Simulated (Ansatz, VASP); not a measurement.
# Sn2Ge (antifluorite type (invented)): VASP beside Ansatz, part 2 of 2

Aim: how closely do two programs agree when they are given the same cell, functional and k mesh? The cell is generated by rule, not measured, and may not be a known phase. Of the first pair: The two relaxations start from unlike cells of this crystal (the structure described is Ansatz's start), so only their ends are compared.

VASP 6.6.1 and Ansatz 0.2.0.

So far: Starting point; VASP: relaxation of cell and atoms, PBEsol, pair 1; Ansatz: relaxation of cell and atoms, PBEsol, pair 1; Differences.

## 5. Ansatz: relaxation of cell and atoms, PBEsol, pair 2

Level of this step: Ansatz beside VASP: Kohn-Sham DFT, plane waves, PBEsol (Ansatz).

The relaxed volume is the usual yardstick between codes: in a stiff, nearly cubic crystal its relative difference is about their pressure difference at one cell divided by the bulk modulus. Its start cell is another than that of the pair before, and may be another structure of the material.

The cell is taken from a series of runs on this material, whose earlier steps may have relaxed, scaled, displaced or heated it; both programs get it as it stands.

input.yaml

```yaml
crystal:
  lattice:
    - [0.0, 3.4270400682, 3.4270400682]
    - [3.4270400682, 0.0, 3.4270400682]
    - [3.4270400682, 3.4270400682, 0.0]
  atoms:
    - { symbol: Ge, position: [0.0, 0.0, 0.0] }
    - { symbol: Sn, position: [0.25, 0.25, 0.25] }
    - { symbol: Sn, position: [0.75, 0.75, 0.75] }
kpoints:
  mp_grid: { grid: [10, 10, 10] }
hamiltonian:
  xc: pbesol
scf:
  occupations: { method: gaussian, width: 0.1 }
output:
  forces: true
  stress: true
  eigenvalues: true
  write_density: true
  write_potential: true
  elf: true
  volumetric_format: npy
relax:
  adjacent_minimum: "off"
  f_tol: 0.005
  max_steps: 80
  cell: { stress_tol: 0.05 }
```

Started as:

```sh
ansatz run input.yaml --threads 2 --pin off --max-ram 5120MiB --backend cpu --events-out ev --progress --plain --runs-dir out
```

Numbers of over 12 decimals in the logs are rounded to 6 here.

Output:

```text
[...]
Crystal: 3 atoms, lattice volume = 80.498 Å³
Basis set: ecut = 420 eV, 1591 PW (Γ), exchange–correlation on 72×72×72 points (8 copies of the dense FFT grid, shifted against one another)
Bands: 26, of which v1, the nominal top of the filled ones, is band 21 counted from 1 (20 counted from 0)
Symmetry: 48 space group operations
[...]
k-points: 47 of 1000
[...]
k-point 46: bands = [... 17 lower, 2.1099, 4.9346, 7.8234, 9.4860, 9.6874, 11.7944, 14.0324, 14.6056, ... 1 higher]
--- Relaxed structure (3 steps of the walk, 3 accepted, 1 SCFs on fresh bases) ---
[...]
cell:  # Å, volume = 80.8778 Å³
    - [0, 3.432415, 3.432415]
    - [3.432415, 0, 3.432415]
    - [3.432415, 3.432415, 0]
  atoms:
    - { symbol: Ge, position: [0, 0, 0] }
    - { symbol: Sn, position: [0.25, 0.25, 0.25] }
    - { symbol: Sn, position: [0.75, 0.75, 0.75] }
[key lines of the parts left out:]
SCF converged after 6 iterations
Free energy (F): -16152.591829 eV
Fermi energy:    9.276453 eV
P = ⅓ Tr σ = -0.0007 GPa (-0.007 kbar)
```

## 6. VASP: relaxation of cell and atoms, PBEsol, pair 2

The same cell, functional, mesh and smearing now go to VASP, with its own data sets.

INCAR

```
SYSTEM = Sn2Ge
PREC = Accurate
ENCUT = 500
EDIFF = 1E-07
NELM = 120
ISMEAR = 0
SIGMA = 0.1
LREAL = .FALSE.
ALGO = Normal
GGA = PS
NBANDS = 27
LORBIT = 11
LWAVE = .FALSE.
LCHARG = .FALSE.
ISIF = 3
IBRION = 2
NSW = 80
EDIFFG = -0.005
LASPH = .TRUE.
GGA_COMPAT = .FALSE.
NELMIN = 4
```

POSCAR

```
Sn2Ge
1.0
    0.0000000000      3.4270400000      3.4270400000
    3.4270400000      0.0000000000      3.4270400000
    3.4270400000      3.4270400000      0.0000000000
Ge Sn
1 2
Direct
    0.0000000000      0.0000000000      0.0000000000
    0.2500000000      0.2500000000      0.2500000000
    0.7500000000      0.7500000000      0.7500000000
```

KPOINTS

```
Automatic mesh
0
Gamma
10 10 10
0 0 0
```

Potentials, in the order of the species: Ge_d and Sn_d (PBE family, release 64).

Started as:

```sh
mpirun -np 1 vasp_std
```

Output:

```text
[banner, memory and clock lines left out]
running    1 mpi-ranks, on    1 nodes
[...]
[... a notice as in an earlier step ...]

 LDA part: xc-table for (Slater+PW92), standard interpolation
 POSCAR, INCAR and KPOINTS ok, starting setup
[...]
entering main loop
       N       E                     dE             d eps       ncg     rms          rms(c)
DAV:   1     0.350752930964E+03    0.35075E+03   -0.21648E+04  2612   0.303E+03
DAV:   2     0.415553581245E+02   -0.30920E+03   -0.30478E+03  2546   0.613E+02
DAV:   3    -0.105332921969E+02   -0.52089E+02   -0.51604E+02  2871   0.195E+02
DAV:   4    -0.130646446313E+02   -0.25314E+01   -0.25247E+01  2900   0.482E+01
[...]
DAV:  12    -0.129850655862E+02    0.61285E-06   -0.60998E-06  2732   0.228E-02    0.159E-03
DAV:  13    -0.129850657782E+02   -0.19192E-06   -0.32052E-07  2346   0.597E-03    0.132E-03
DAV:  14    -0.129850658483E+02   -0.70084E-07   -0.48913E-08  1335   0.318E-03
   1 F= -.12985066E+02 E0= -.12982498E+02  d E =-.129851E+02
[...]
DAV:   6    -0.129852397705E+02    0.29585E-06   -0.10004E-06  2696   0.116E-02    0.207E-03
DAV:   7    -0.129852394159E+02    0.35462E-06   -0.55757E-07  2322   0.115E-02    0.315E-04
DAV:   8    -0.129852394539E+02   -0.37976E-07   -0.33365E-08  1293   0.222E-03
   2 F= -.12985239E+02 E0= -.12982767E+02  d E =-.173606E-03
 trial-energy change:   -0.000174  1 .order   -0.000154   -0.000416    0.000108
 step:   0.8256(harm=  0.7934)  dis= 0.00000  next Energy=   -12.985249 (dE=-0.183E-03)
[...]
N       E                     dE             d eps       ncg     rms          rms(c)
DAV:   1    -0.129855235676E+02   -0.28415E-03   -0.55112E-03  3182   0.110E+00    0.924E-02
DAV:   2    -0.129853020408E+02    0.22153E-03   -0.37444E-04  3069   0.284E-01    0.429E-02
DAV:   3    -0.129852477989E+02    0.54242E-04   -0.14846E-04  3414   0.167E-01    0.803E-03
DAV:   4    -0.129852462414E+02    0.15574E-05   -0.71271E-06  3030   0.345E-02    0.263E-03
DAV:   5    -0.129852464429E+02   -0.20146E-06   -0.33179E-07  2622   0.630E-03    0.120E-03
DAV:   6    -0.129852464690E+02   -0.26087E-07   -0.34748E-08  1278   0.219E-03
   3 F= -.12985246E+02 E0= -.12982758E+02  d E =-.180621E-03
[...]
reached required accuracy - stopping structural energy minimisation
```

Parts of OUTCAR (step 6):

```text
  Total        0.0083359      0.0083359      0.0083359     -0.0000000      0.0000000     -0.0000000
  in kB        0.1652987      0.1652987      0.1652987     -0.0000000      0.0000000     -0.0000000
  external PRESSURE =       0.1652987 kB  Pullay stress =       0.0000000 kB

 POSITION                                       TOTAL-FORCE (eV/Angst)
 -----------------------------------------------------------------------------------
      0.00000      0.00000      0.00000         0.000000      0.000000      0.000000
      1.71563      1.71563      1.71563         0.000000      0.000000      0.000000
      5.14690      5.14690      5.14690        -0.000000     -0.000000     -0.000000
 -----------------------------------------------------------------------------------
    total drift:                                0.000000      0.000000      0.000000

  FREE ENERGIE OF THE ION-ELECTRON SYSTEM (eV)
  ---------------------------------------------------
  free  energy   TOTEN  =       -12.9852464690 eV

  energy  without entropy=      -12.9802702832  energy(sigma->0) =      -12.98275838

[... 1 part as in an earlier step ...]

[... 3 further parts left out ...]
[key lines of the parts left out:]
E-fermi :   6.4194
```

## 7. Comparison

Both answers:

```
                                         quantity  Ansatz   VASP  difference
                                      volume (Å³)   80.88  80.80     +0.10 %
edge a after relaxation, in the typed setting (Å)   4.854  4.853     +0.04 %
```

## 8. What came out

| Item | Value |
| --- | --- |
| difference in volume (relaxation of cell and atoms, PBEsol, pair 1) | -0.52 % |
| difference in volume (relaxation of cell and atoms, PBEsol, pair 2) | 0.10 % |

In words: The difference in volume is -0.52 % (relaxation of cell and atoms, PBEsol, pair 1), within the 1.2 % picked in this series as the mark of a large difference, as far as the stopping tolerances let one tell. Such differences can come from data sets, numerical settings and the points named under the comparisons, not from the functional's error against experiment.

[Lines on the potential files, build, host, timing and source positions are cut from VASP's logs without a mark.]

[Logs are printed without paths, hosts, clocks, repeated set-up lines and the standing remarks that a program may print on its own settings, such as how far it seeks lower states.]

[Hosts, paths, dates, database ids (printed as entryN), source tags and the programs' standing remarks are cut or masked in the printed files.]
